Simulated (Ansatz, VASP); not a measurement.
## SbP in two plane-wave programs

Aim: how closely do two programs agree when they are given the same cell, functional and k mesh? The cell is generated by rule, not measured, and may not be a known phase. The cell is taken from a series of runs on this material, whose earlier steps may have relaxed, scaled, displaced or heated it; both programs get it as it stands.

Calculated with Ansatz 0.2.0; plane waves, with VASP 6.6.1 beside it; single point at PBEsol.

The structure was built from a prototype and need not be the compound's stable phase.

## Step 1: The starting structure

It takes space group P4/nmm (No. 129, tetragonal). Conventional cell: a = 4.819 Å, b = 4.819 Å, c = 3.407 Å, α = 90.00°, β = 90.00°, γ = 90.00°. Sb has 4 P at 2.65 Å nearest. Nearest to P lie 4 Sb at 2.65 Å. Farther neighbours are not listed.

## Step 2: Ansatz: single point, PBEsol, pair 1

Ansatz runs on its default PAW (the set named soft_2) files.

A single point gives forces, pressure and levels at one fixed geometry, so differences don't come from the geometry; what else differs is listed under the comparison.

File input.yaml:

```yaml
crystal:
  lattice:
    - [-3.4073349826, 0.0, 0.0]
    - [0.0, -3.4073349826, -3.4073349826]
    - [0.0, -3.4073349826, 3.4073349826]
  atoms:
    - { symbol: Sb, position: [0.0, 0.5, 0.5] }
    - { symbol: Sb, position: [0.0, 0.0, 0.0] }
    - { symbol: P, position: [0.3239093007, 1.0, 0.5] }
    - { symbol: P, position: [0.6760906993, 0.5, 0.0] }
kpoints:
  mp_grid: { grid: [12, 8, 8] }
hamiltonian:
  xc: pbesol
scf:
  occupations: { method: methfessel_paxton, width: 0.15 }
output:
  forces: true
  stress: true
  eigenvalues: true
```

Launch:

```sh
$ ansatz run input.yaml --threads 4 --pin off --max-ram 7168MiB --backend cpu --events-out ev --progress --plain --runs-dir out
```

Numbers of over 12 decimals in the logs are rounded to 6 here.

The log of the run:

```text
Engine: ansatz 0.2.0, aarch64-unknown-linux-gnu
Pseudopotentials: kind: paw
Pseudopotential: Sb, paw, valence charge 15, recommended cutoff 420 eV (normal), Sb.paw.azcp
Pseudopotential: P, paw, valence charge 5, recommended cutoff 420 eV (normal), P.paw.azcp
Functional definition: PBEsol
  exchange = pbesol_x
  correlation = pbesol_c
Crystal: 4 atoms, lattice volume = 79.118 Å³
Basis set: ecut = 420 eV, 1519 PW (Γ), exchange–correlation on 48×72×72 points (8 copies of the dense FFT grid, shifted against one another)
Bands: 24, of which v1, the nominal top of the filled ones, is band 20 counted from 1 (19 counted from 0)
Symmetry: 16 space group operations
Space group: P4/nmm (ITA 129), of the structure as read, at distance tolerance 4.3e-5 Å
k-points: 105 of 768
Non-local potential: Sb, projectors of the file, l = 0: 2, l = 1: 2, l = 2: 2, l = 3: 2
Non-local potential: P, projectors of the file, l = 0: 2, l = 1: 2, l = 2: 2
PAW form: soft (Blöchl's): semilocal exchange-correlation on the pseudo side does not see the compensation charge
PAW frozen core: Sb, regenerated for the run's functional, and the local potential with it (the file was generated under x = pbe(κ = 0.804, μ = 0.219515), c = pbe(β = 0.066725))
PAW frozen core: P, regenerated for the run's functional, and the local potential with it (the file was generated under x = pbe(κ = 0.804, μ = 0.219515), c = pbe(β = 0.066725))
PAW one-centre angular grid: Sb, 590 points (default); XC on 64 Gauss nodes
PAW one-centre angular grid: P, 110 points (default); XC on 64 Gauss nodes
Initial density: superposition of atomic densities (neutral atoms: chi_scale 0, normalization atom), corrected by the library's trained network
Initial wavefunctions: pseudopotential atomic-orbital guess
Functional: x = pbesol(κ = 0.804, μ = 0.123457), c = pbesol(β = 0.046)
SCF iter   1: F=—  HF=-14294.663908 eV  |F-HF|=—  |Δ(HF+E_count)|=         —  Δρ=4.82e-3  dr2=2.25e-2  ethr=1.77e-3  ⟨swp⟩=6.9  Hψ=12343  notcnv=0
preconditioner: auto → Kerker (q_TF=auto, 2.435 Å⁻¹)  [metal: Δε(μ)=0.018 eV  Ē_g=8.063 eV  σ=0.150 eV  W_gap=0.10  n_scr=18 (ndim 8)  ℏωp=18.7 eV  f_vac=0.000  D(μ)=2.14/eV (n_scr^D=10)]
SCF iter   2: F=—  HF=-14294.657100 eV  |F-HF|=—  |Δ(HF+E_count)|=   6.81e-3  S|Δr|=    0.00e0  Δρ=2.75e-3  dr2=6.71e-3  ethr=5.63e-5  ⟨swp⟩=1.6  Hψ=3486  notcnv=0  defer=2
SCF iter   3: F=—  HF=-14294.655312 eV  |F-HF|=—  |Δ(HF+E_count)|=   1.79e-3  S|Δr|=    0.00e0  Δρ=4.88e-4  dr2=1.20e-4  ethr=1.68e-5  ⟨swp⟩=2.9  Hψ=4604  notcnv=0  defer=2
SCF iter   4: F=—  HF=-14294.655255 eV  |F-HF|=—  |Δ(HF+E_count)|=   5.76e-5  S|Δr|=    0.00e0  Δρ=1.45e-4  dr2=1.43e-5  ethr=3.01e-7  ⟨swp⟩=2.0  Hψ=4594  notcnv=0  defer=2
SCF iter   5: F=—  HF=-14294.655252 eV  |F-HF|=—  |Δ(HF+E_count)|=   3.06e-6  S|Δr|=    0.00e0  Δρ=5.18e-5  dr2=2.00e-6  ethr=3.56e-8  ⟨swp⟩=1.3  Hψ=2691  notcnv=0  defer=2
SCF iter   6: F=—  HF=-14294.655252 eV  |F-HF|=—  |Δ(HF+E_count)|=   2.23e-7  S|Δr|=    0.00e0  Δρ=1.59e-5  dr2=1.60e-7  ethr=4.99e-9  ⟨swp⟩=2.4  Hψ=3443  notcnv=0  defer=2
SCF iter   7: F=-14294.655252 eV  HF=-14294.655252 eV  |F-HF|=6.62e-10  |Δ(HF+E_count)|=   6.72e-8  S|Δr|=    0.00e0  Δρ=1.51e-6  dr2=2.45e-9  ethr=2.50e-10  ⟨swp⟩=6.4  Hψ=10557  notcnv=0
SCF 1 converged in 7 iterations: F = -14294.655252 eV  dr2 = 2.45e-9
  greatest PAW one-centre occupation: 0.997 electrons in one spin orbital (limit 2), on the Sb atom at site 1 (counted from 0), in its partial waves of l = 2
SCF converged after 7 iterations
Stability not checked: this state was not tested for a lower state beside it, because cold or Methfessel-Paxton smearing, or corrected tetrahedra, fill the levels in a way that the test cannot read (fill_not_monotonic; see scf.lower_state_search)
Free energy (F): -14294.655252 eV
Harris-Foulkes:  -14294.655252 eV  (|F-HF|=6.62e-10)
Internal energy: -14294.654796 eV  (E = F + TS)
E sigma→0 (E₀):  -14294.655138 eV
Entropy (-TS):   -0.000456 eV (-0.114 meV/atom)
Fermi energy:    12.075344 eV
--- Per-component energies (eV) ---
  E_band       = -226.625971
  E_kinetic    = 559.999267
  E_local      = -3086.566518  (includes V_loc(G=0)·N_el)
  E_nonlocal   = 797.797502
  E_hartree    = 1411.937822
  E_xc         = -399.870270
  E_vxc        = -318.449966  (∫ρ·V_xc dr)
  E_paw        = -10107.689474  (= ΣΔE_a)
  E_vpaw       = -1003.282364  (= ΣTr[D̂ρ^β])
  E_aug_tail   = 0.000003  (compensation charges beyond the density's cutoff)
  E_ewald      = -3471.019034
  E_core_change = 0.755906  (= ΣΔE_core)
  E_smearing   = -0.000456  (= −TS)
  E_closure    = -0.000000  (closes the sum)
  Σ components = -14294.655252   (vs F -14294.655252, Δ=0.00e0)
--- Forces (eV/Å), atoms counted from 1 ---
  atom   1  Sb     0.00000000     0.00000000    -0.00000000
  atom   2  Sb     0.00000000     0.00000000     0.00000000
  atom   3  P     -0.65387696    -0.00000000    -0.00000000
  atom   4  P      0.65387696     0.00000000     0.00000000
  max |Σ_I F_I| component: 6.94e-18 eV/Å
--- Stress (GPa, compression-positive) ---
        9.335178      -0.000000      -0.000000
       -0.000000       8.054315       0.000000
       -0.000000       0.000000       8.054315
  P = ⅓ Tr σ = 8.4813 GPa (84.813 kbar)
--- Band table (eV; the first three rows and the last of 105) ---
  k-point 0: bands = [... 16 lower, 9.0059, 9.0059, 11.2544, 11.5260, 13.9908, 14.7941, 15.1954, 17.2947]
  k-point 1: bands = [... 16 lower, 8.7149, 9.6653, 11.3284, 11.7674, 13.8691, 14.8866, 15.1414, 17.2374]
  k-point 2: bands = [... 16 lower, 8.0307, 10.4524, 11.5050, 12.5523, 13.6321, 14.0549, 15.9288, 16.9464]
  k-point 104: bands = [... 16 lower, 6.2388, 6.2388, 13.6870, 13.6870, 14.6970, 14.6970, 15.1325, 15.1325]
```

The run ends at a pressure of 8.48 GPa, with forces up to 0.65 eV/Å.

## Step 3: VASP: single point, PBEsol, pair 1

The same cell, functional, mesh and smearing now go to VASP, with its own data sets.

Lines of VASP's logs that name or quote its potential files are left out, and so is its time.

File INCAR:

```
SYSTEM = SbP
PREC = Accurate
ENCUT = 500
EDIFF = 1E-06
NELM = 120
ISMEAR = 1
SIGMA = 0.15
LREAL = .FALSE.
ALGO = Normal
GGA = PS
NBANDS = 16
LORBIT = 11
LWAVE = .FALSE.
LCHARG = .FALSE.
ISIF = 2
LASPH = .TRUE.
GGA_COMPAT = .FALSE.
KPAR = 2
```

File POSCAR:

```
SbP
1.0
   -3.4073349826      0.0000000000      0.0000000000
    0.0000000000     -3.4073349826     -3.4073349826
    0.0000000000     -3.4073349826      3.4073349826
Sb P
2 2
Direct
    0.0000000000      0.5000000000      0.5000000000
    0.0000000000      1.0000000000      0.0000000000
    0.3239093007      1.0000000000      0.5000000000
    0.6760906993      0.5000000000      0.0000000000
```

File KPOINTS:

```
Automatic mesh
0
Gamma
12 8 8
0 0 0
```

Potentials, in the order of the species: Sb and P (PBE family, release 64).

Launch:

```sh
$ mpirun -np 2 vasp_std
```

The log of the run:

```text
[banner, memory and clock lines left out]
running    2 mpi-ranks, on    1 nodes
 distrk:  each k-point on    1 cores,    2 groups
 distr:  one band on    1 cores,    1 groups

 POSCAR found type information on POSCAR SbP
 POSCAR found :  2 types and       4 ions
|                                                                             |
|               ----> ADVICE to this user running VASP <----                  |
|                                                                             |
|     You enforced a specific xc type in the INCAR file but a different       |
|     [... a line on the potential file left out ...]
|     I HOPE YOU KNOW WHAT YOU ARE DOING!                                     |
|                                                                             |

 LDA part: xc-table for (Slater+PW92), standard interpolation
 POSCAR, INCAR and KPOINTS ok, starting setup
 FFT: planning ... GRIDC
 FFT: planning ... GRID_SOFT
 FFT: planning ... GRID
 WAVECAR not read
 entering main loop
       N       E                     dE             d eps       ncg     rms          rms(c)
DAV:   1     0.781025999252E+02    0.78103E+02   -0.74032E+03  3360   0.993E+02
DAV:   2    -0.148150353249E+02   -0.92918E+02   -0.90113E+02  4544   0.170E+02
DAV:   3    -0.193049360565E+02   -0.44899E+01   -0.44429E+01  4400   0.412E+01
DAV:   4    -0.193487006101E+02   -0.43765E-01   -0.43740E-01  3960   0.477E+00
DAV:   5    -0.193493126244E+02   -0.61201E-03   -0.61196E-03  4240   0.559E-01    0.684E+00
DAV:   6    -0.190713495155E+02    0.27796E+00   -0.54290E-01  3728   0.358E+00    0.415E+00
DAV:   7    -0.190557644810E+02    0.15585E-01   -0.15676E-01  4104   0.190E+00    0.127E+00
DAV:   8    -0.190507180922E+02    0.50464E-02   -0.18370E-02  3464   0.707E-01    0.407E-01
DAV:   9    -0.190503102373E+02    0.40785E-03   -0.21760E-03  3712   0.312E-01    0.870E-02
DAV:  10    -0.190503163647E+02   -0.61274E-05   -0.12067E-04  4176   0.664E-02    0.317E-02
DAV:  11    -0.190503126727E+02    0.36920E-05   -0.24603E-05  3744   0.261E-02    0.839E-03
DAV:  12    -0.190503121840E+02    0.48865E-06   -0.29511E-06  3056   0.102E-02
   1 F= -.19050312E+02 E0= -.19050217E+02  d E =-.285941E-03
```

Parts of OUTCAR (step 3):

```text
ion  position               nearest neighbor table
   1  0.000  0.500  0.500-   3 2.65   4 2.65   4 2.65   3 2.65   4 3.33   4 3.33   3 3.33   3 3.33
                             2 3.41   2 3.41   2 3.41   2 3.41
   2  0.000  0.000  0.000-   3 2.65   4 2.65   3 2.65   4 2.65   4 3.33   4 3.33   3 3.33   3 3.33
                             1 3.41   1 3.41   1 3.41   1 3.41
   3  0.324  0.000  0.500-   1 2.65   2 2.65   2 2.65   1 2.65   1 3.33   2 3.33   2 3.33   1 3.33

  LATTYP: Found a simple tetragonal cell.
 ALAT       =     4.8186993439
 C/A-ratio  =     0.7071067812

 Subroutine GETGRP returns: Found 16 space group operations
 (whereof  8 operations were pure point group operations)

The static configuration has the point symmetry D_2d.
 The point group associated with its full space group is D_4h.

 Found    105 irreducible k-points:

   k-points           NKPTS =    105   k-points in BZ     NKDIM =    105   number of bands    NBANDS=     16

   dimension x,y,z NGX =    28 NGY =   36 NGZ =   36
   dimension x,y,z NGXF=    56 NGYF=   72 NGZF=   72

   ENCUT  =  500.0 eV  36.75 Ry    6.06 a.u.   6.21  8.79  8.79*2*pi/ulx,y,z

   NELECT =      20.0000    total number of electrons

 k-points in reciprocal lattice and weights: Automatic mesh
   0.00000000  0.00000000  0.00000000       0.001
   0.08333333  0.00000000  0.00000000       0.003
   0.16666667  0.00000000  0.00000000       0.003
   0.25000000  0.00000000  0.00000000       0.003
   0.33333333  0.00000000  0.00000000       0.003
   0.41666667  0.00000000  0.00000000       0.003
   0.50000000  0.00000000  0.00000000       0.001
   0.00000000  0.12500000  0.00000000       0.005
   0.08333333  0.12500000  0.00000000       0.010
[...]
0.41666667  0.50000000  0.50000000       0.003
   0.50000000  0.50000000  0.50000000       0.001

 average (electrostatic) potential at core
       1 -83.5714       2 -83.5714       3 -79.4488       4 -79.4488

 E-fermi :   9.4417

 k-point     1 :       0.0000    0.0000    0.0000
  band No.  band energies     occupation
    ...
      6       4.8557      2.00000
      7       6.3648      2.00000
      8       6.3648      2.00000
      9       8.6132      2.00000
     10       8.8874      2.00000
     11      11.3476     -0.00000
     12      12.1508     -0.00000
     13      12.5697      0.00000
     14      14.6733      0.00000
     15      14.6733      0.00000
    ...

 k-point     2 :       0.0833    0.0000    0.0000
  band No.  band energies     occupation
    ...
      6       4.6465      2.00000
      7       6.4077      2.00000
      8       6.4077      2.00000
      9       7.7074      2.00000
     10       9.4002      1.44932
     11      11.5970     -0.00000
     12      11.8911     -0.00000
     13      12.2279     -0.00000
     14      13.6890      0.00000
     15      13.6890      0.00000
    ...

 k-point     3 :       0.1667    0.0000    0.0000
  band No.  band energies     occupation
    ...
      6       4.0269      2.00000
      7       6.5147      2.00000
      8       6.5147      2.00000
      9       6.9910      2.00000
     10       9.0423      2.00109
     11      10.4850     -0.00000
     12      12.3703     -0.00000
     13      12.4022     -0.00000
     14      12.4022     -0.00000
     15      12.4592      0.00000
    ...

  Total        4.6655844      4.0662810      4.0662810      0.0000000      0.0000000      0.0000000
  in kB       94.4804912     82.3442884     82.3442884      0.0000000      0.0000000      0.0000000
  external PRESSURE =      86.3896894 kB  Pullay stress =       0.0000000 kB

  energy-cutoff  :      500.00
  volume of cell :       79.12
      direct lattice vectors                 reciprocal lattice vectors
    -3.407334983  0.000000000  0.000000000    -0.293484499  0.000000000  0.000000000
     0.000000000 -3.407334983 -3.407334983     0.000000000 -0.146742249 -0.146742249
     0.000000000 -3.407334983  3.407334983     0.000000000 -0.146742249  0.146742249

 POSITION                                       TOTAL-FORCE (eV/Angst)
 -----------------------------------------------------------------------------------
      0.00000     -3.40733      0.00000         0.000000     -0.000000     -0.000000
      0.00000      0.00000      0.00000         0.000000     -0.000000     -0.000000
     -1.10367     -1.70367      1.70367        -0.678129      0.000000     -0.000000
     -2.30367     -1.70367     -1.70367         0.678129      0.000000      0.000000
 -----------------------------------------------------------------------------------
    total drift:                                0.000000      0.000000      0.000000

  FREE ENERGIE OF THE ION-ELECTRON SYSTEM (eV)
  ---------------------------------------------------
  free  energy   TOTEN  =       -19.0503121840 eV

  energy  without entropy=      -19.0500262431  energy(sigma->0) =      -19.05021687

 total charge
# of ion       s       p       d       tot
------------------------------------------
    1        1.234   1.091   0.075   2.400
    2        1.234   1.091   0.075   2.400
    3        1.119   1.314   0.000   2.433
    4        1.119   1.314   0.000   2.433
--------------------------------------------------
tot          4.706   4.809   0.151   9.666

[... 3 further parts left out ...]
```

The run ends at a pressure of 8.64 GPa, with forces up to 0.68 eV/Å.

## Step 4: Differences

Known differences besides the potentials themselves: the data sets hold 40 valence electrons in Ansatz (on its default PAW (the set named soft_2) files) and 20 in VASP; the cutoff is 420 eV in Ansatz and 500 eV in VASP; Ansatz makes its cores anew for this functional, VASP keeps those of its PBE data sets. Total energies have different zeros and are not compared.

The two programs side by side:

| quantity | Ansatz | VASP | difference |
| --- | --- | --- | --- |
| pressure (GPa) | 8.48 | 8.64 | -0.16 |

Forces (eV/Å; atoms numbered as in POSCAR):

| atom | Ansatz x, y, z | VASP x, y, z |
| --- | --- | --- |
| Sb1 | 0.000, 0.000, 0.000 | 0.000, 0.000, 0.000 |
| Sb2 | 0.000, 0.000, 0.000 | 0.000, 0.000, 0.000 |
| P3 | -0.654, 0.000, 0.000 | -0.678, 0.000, 0.000 |
| P4 | 0.654, 0.000, 0.000 | 0.678, 0.000, 0.000 |

The forces differ by 9.9 meV/Å r.m.s., which is 3.6 % of the r.m.s. force of 0.277 eV/Å (both taken over all components).

## Step 5: VASP: single point, PBEsol, pair 2

A single point gives forces, pressure and levels at one fixed geometry, so differences don't come from the geometry; what else differs is listed under the comparison. This pair takes another cell of the material, with 8 atoms against 4 for the pair before.

INCAR: that of step 3 with these lines changed.

```diff
@@ -10,3 +10,3 @@
 GGA = PS
-NBANDS = 16
+NBANDS = 28
 LORBIT = 11
```

File POSCAR:

```
SbP
1.0
   -3.4073349826      0.0000000000      0.0000000000
    0.0000000000      0.0000000000     -6.8146699652
    0.0000000000     -6.8146699652     -3.4073349826
Sb P
4 4
Direct
    0.0000000000      0.7500000000      0.5000000000
    0.0000000000      0.2500000000      0.5000000000
    0.0000000000      0.5000000000      1.0000000000
    0.0000000000      1.0000000000      1.0000000000
    0.5410878298      0.6250000000      0.2500000000
    0.4589121702      0.1250000000      0.2500000000
    0.4589121702      0.3750000000      0.7500000000
    0.5410878298      0.8750000000      0.7500000000
```

File KPOINTS:

```
Automatic mesh
0
Gamma
10 6 6
0 0 0
```

Launch:

```sh
$ mpirun -np 2 vasp_std
```

The log of the run:

```text
[banner, memory and clock lines left out]
running    2 mpi-ranks, on    1 nodes
[...]
[... a notice as in an earlier step ...]

 LDA part: xc-table for (Slater+PW92), standard interpolation
 POSCAR, INCAR and KPOINTS ok, starting setup
[...]
entering main loop
       N       E                     dE             d eps       ncg     rms          rms(c)
DAV:   1     0.185441956319E+03    0.18544E+03   -0.14603E+04  4368   0.115E+03
DAV:   2    -0.235876774238E+02   -0.20903E+03   -0.20274E+03  5296   0.195E+02
DAV:   3    -0.384240401185E+02   -0.14836E+02   -0.14369E+02  5400   0.550E+01
DAV:   4    -0.387805449217E+02   -0.35650E+00   -0.35273E+00  5656   0.873E+00
[...]
DAV:  11    -0.382600682222E+02    0.58884E-05   -0.54629E-05  5248   0.289E-02    0.155E-02
DAV:  12    -0.382600657794E+02    0.24428E-05   -0.91926E-06  5160   0.132E-02    0.860E-03
DAV:  13    -0.382600660366E+02   -0.25721E-06   -0.64537E-07  2936   0.355E-03
   1 F= -.38260066E+02 E0= -.38257445E+02  d E =-.786316E-02
```

OUTCAR, selected parts (step 5):

```text
  Total        0.1282727      0.3891293      0.2871532      0.0000000      0.0000000      0.0000000
  in kB        1.2987938      3.9400341      2.9075005      0.0000000      0.0000000      0.0000000
  external PRESSURE =       2.7154428 kB  Pullay stress =       0.0000000 kB

 POSITION                                       TOTAL-FORCE (eV/Angst)
 -----------------------------------------------------------------------------------
      0.00000     -3.40733     -6.81467         0.000000      0.000000     -0.000000
      0.00000     -3.40733     -3.40733         0.000000      0.000000      0.000000
      0.00000      0.00000     -3.40733         0.000000      0.000000      0.000000
      0.00000      0.00000      0.00000         0.000000      0.000000      0.000000
     -1.84367     -1.70367     -5.11100        -0.160027     -0.059459      0.000000
     -1.56367     -1.70367     -1.70367         0.160027     -0.059459      0.000000
     -1.56367     -5.11100     -5.11100         0.160027      0.059459     -0.000000
     -1.84367     -5.11100     -8.51834        -0.160027      0.059459     -0.000000
 -----------------------------------------------------------------------------------
    total drift:                                0.000000      0.000000     -0.000000

  FREE ENERGIE OF THE ION-ELECTRON SYSTEM (eV)
  ---------------------------------------------------
  free  energy   TOTEN  =       -38.2600660366 eV

  energy  without entropy=      -38.2522028720  energy(sigma->0) =      -38.25744498

[... 3 further parts left out ...]
[key lines of the parts left out:]
E-fermi :   9.3126
```

The run ends at a pressure of 0.27 GPa, with forces up to 0.17 eV/Å.

(Part 1 of 2 ends here.)

[Lines on the potential files, build, host, timing and source positions are cut from VASP's logs without a mark.]

[Logs are printed without paths, hosts, clocks, repeated set-up lines and the standing remarks that a program may print on its own settings, such as how far it seeks lower states.]

[Hosts, paths, dates, database ids (printed as entryN), source tags and the programs' standing remarks are cut or masked in the printed files.]
